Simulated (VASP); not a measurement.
# CdAg in VASP: further runs, part 2 of 2

VASP 6.6.1. Earlier steps stand in the parts before.

### 3 Work function, PBE

INCAR reads:

```
PREC = Accurate
ENCUT = 520
EDIFF = 1E-7
ISMEAR = -1
SIGMA = 0.05
LREAL = False
LASPH = True
NELM = 80
ALGO = Normal
ISIF = 2
LWAVE = False
LCHARG = False
LDIPOL = True
IDIPOL = 3
DIPOL = 0.5 0.5 0.294
GGA = PE
EFIELD = -0.3
LVHAR = True
LVACPOTAV = True
```

KPOINTS reads:

```
Automatic mesh
0
Monkhorst-Pack
  2 2 1
```

POSCAR reads:

```
CdAg
1.0
    4.7568800000      0.0000000000      0.0000000000
   -2.3784400000      4.1195800000      0.0000000000
    0.0000000000      0.0000000000     23.8000000000
Cd Ag
1 1
Direct
    0.3333300000      0.6666700000      0.2941200000
    0.0000000000      0.0000000000      0.2941200000
```

Potentials or basis: VASP PAW PBE potentials, release 64 (Cd, Ag).

Launch:

```bash
> cat potpaw_PBE.64/Cd/POTCAR potpaw_PBE.64/Ag/POTCAR > POTCAR
> mpirun -np 1 vasp_std > vasp.out
```

OUTCAR:

```text
PREC = Accurate
   ENCUT = 520
   EDIFF = 1E-7
   ISMEAR = -1
   LREAL = False
   LASPH = True
   NELM = 80
   ISIF = 2
   GGA = PE

 ion  position               nearest neighbor table
   1  0.333  0.667  0.294-   2 2.75   2 2.75   2 2.75
   2  0.000  0.000  0.294-   1 2.75   1 2.75   1 2.75

  LATTYP: Found a hexagonal cell.
 ALAT       =     4.7568800000
 C/A-ratio  =     5.0032794605

  Lattice vectors:

 A1 = (   4.7568800000,   0.0000000000,   0.0000000000)
 A2 = (  -2.3784400000,   4.1195800000,   0.0000000000)
 A3 = (   0.0000000000,   0.0000000000,  23.8000000000)

Analysis of symmetry for initial positions (statically):
=====================================================================
 Subroutine PRICEL returns:
 Original cell was already a primitive cell.

 Routine SETGRP: Setting up the symmetry group for a
 hexagonal supercell.

 Subroutine GETGRP returns: Found  4 space group operations
 (whereof  2 operations were pure point group operations)
 out of a pool of 24 trial point group operations.

The static configuration has the point symmetry C_1h.
 The point group associated with its full space group is C_2v.

Analysis of symmetry for dynamics (positions and initial velocities):
=====================================================================
 An external electric field (EFIELD) may reduce the allowed symmetry operations
 Subroutine PRICEL returns:
 Original cell was already a primitive cell.

 Routine SETGRP: Setting up the symmetry group for a
 hexagonal supercell.

 Subroutine GETGRP returns: Found  2 space group operations
 (whereof  2 operations were pure point group operations)
 out of a pool of 24 trial point group operations.

The dynamic configuration has the point symmetry C_1h.

 Subroutine INISYM returns: Found  2 space group operations
 (whereof  2 operations are pure point group operations),
 and found     1 'primitive' translations
[... 101 lines left out ...]
   AEXX    =    0.0000 exact exchange contribution
   IVDW    =     0    specifies the selected vdW correction
   LEPSILON=     F    determine dielectric tensor
   LRPA    =     F    only Hartree local field effects (RPA)
 non-spin polarized calculation
  energy-cutoff  :      520.00
  volume of cell :      466.39
 maximum number of plane-waves:     12581
   NGX = 17   NGY = 17   NGZ = 89

 number of electron      22.9999993 magnetization

 dipolmoment           0.000000      0.000000     -0.093910 electrons x Angstroem

 Free energy of the ion-electron system (eV)
  ---------------------------------------------------
  ext. energy  EPLUGINS =         0.00000000
  ---------------------------------------------------
  free energy    TOTEN  =        -2.06385393 eV

  energy without entropy =       -2.06385377  energy(sigma->0) =       -2.06385385

 E-fermi :  -2.7294     XC(G=0):  -1.6305

 val. band max:       -3.5366714126   @ k =   0.2500   0.2500   0.0000
 cond. band min:      -1.9183306926   @ k =   0.2500   0.2500   0.0000
 fundamental gap:      1.6183407200
 Fermi energy:        -2.7294095261

 k-point     1 :       0.2500    0.2500    0.0000
  band No.  band energies     occupation
      1     -11.6521      2.00000
      2     -11.5865      2.00000
      3     -11.5477      2.00000
      4     -11.5130      2.00000
      5     -11.4907      2.00000
      6      -7.5971      2.00000
      7      -7.0383      2.00000
      8      -7.0323      2.00000
      9      -6.9269      2.00000
     10      -6.9137      2.00000
     11      -5.5463      2.00000
     12      -3.5367      2.00000
     13      -1.9183      0.00000
     14      -0.5615      0.00000
[... 41 lines left out ...]
      2     -11.5660      2.00000
      3     -11.5642      2.00000
      4     -11.4974      2.00000
      5     -11.4950      2.00000
      6      -7.7091      2.00000
      7      -7.1905      2.00000
      8      -7.1686      2.00000
      9      -6.9922      2.00000
     10      -6.9260      2.00000
     11      -6.3311      2.00000
     12      -1.7844      0.00000
     13      -1.6915      0.00000
     14      -0.4619      0.00000
     15       0.1920      0.00000

------------------------ aborting loop because EDIFF is reached ----------------------------------------

  FORCE on cell =-STRESS in cart. coord.  units (eV):
  Direction    XX          YY          ZZ          XY          YZ          ZX
  --------------------------------------------------------------------------------------
  -------------------------------------------------------------------------------------
  Total        0.6280548      0.6278596     -0.0366982     -0.0001693     -0.0000000      0.0000001
  in kB        2.1575261      2.1568555     -0.1260677     -0.0005817     -0.0000002      0.0000002
  external PRESSURE =       1.3961046 kB  Pullay stress =       0.0000000 kB

 VOLUME and BASIS-vectors are now :
 -----------------------------------------------------------------------------
  energy-cutoff  :      520.00
  volume of cell :      466.39
      direct lattice vectors                 reciprocal lattice vectors
     4.756880000  0.000000000  0.000000000     0.210221826  0.121371596  0.000000000
    -2.378440000  4.119580000  0.000000000     0.000000000  0.242743192  0.000000000
     0.000000000  0.000000000 23.800000000     0.000000000  0.000000000  0.042016807

 POSITION                                       TOTAL-FORCE (eV/Angst)
 -----------------------------------------------------------------------------------
     -0.00002      2.74640      7.00006         0.000112     -0.000065      0.012410
      0.00000      0.00000      7.00006        -0.000112      0.000065     -0.012410
 -----------------------------------------------------------------------------------
    total drift:                               -0.000003      0.000002     -0.000068

  FREE ENERGIE OF THE ION-ELECTRON SYSTEM (eV)
  ---------------------------------------------------
  free  energy   TOTEN  =        -2.0638539338 eV

  energy  without entropy=       -2.0638537656  energy(sigma->0) =       -2.06385385
```

stdout:

```text
POSCAR found type information on POSCAR CdAg
 POSCAR found :  2 types and       2 ions
 scaLAPACK will be used
 LDA part: xc-table for (Slater+PW92), standard interpolation
 POSCAR, INCAR and KPOINTS ok, starting setup
 FFT: planning ... GRIDC
[... 28 lines left out ...]
|                                                                             |
|     Did not find any points to average over, which means that no vacuum     |
|     field-free region was found. Please increase the size of  your cell     |
|     in the dimension of the dipole correction to obtain accurate            |
|     workfunction values.                                                    |
|                                                                             |
 -----------------------------------------------------------------------------
```

Wall time 44 s (1 thread of Intel Xeon Platinum 8488C (Sapphire Rapids), shared host); peak memory 0.52 GiB.

These settings aren't checked as converged (typed here: shifted = yes; k = 2 × 2 × 1): the numbers below hold their error.

What came out:

```yaml
Free_energy: -2.0639 eV
Largest_force: 0.012 eV/Å
```

Caveat: the k mesh is coarse (spacing up to 0.76 Å⁻¹), so the values aren't converged.
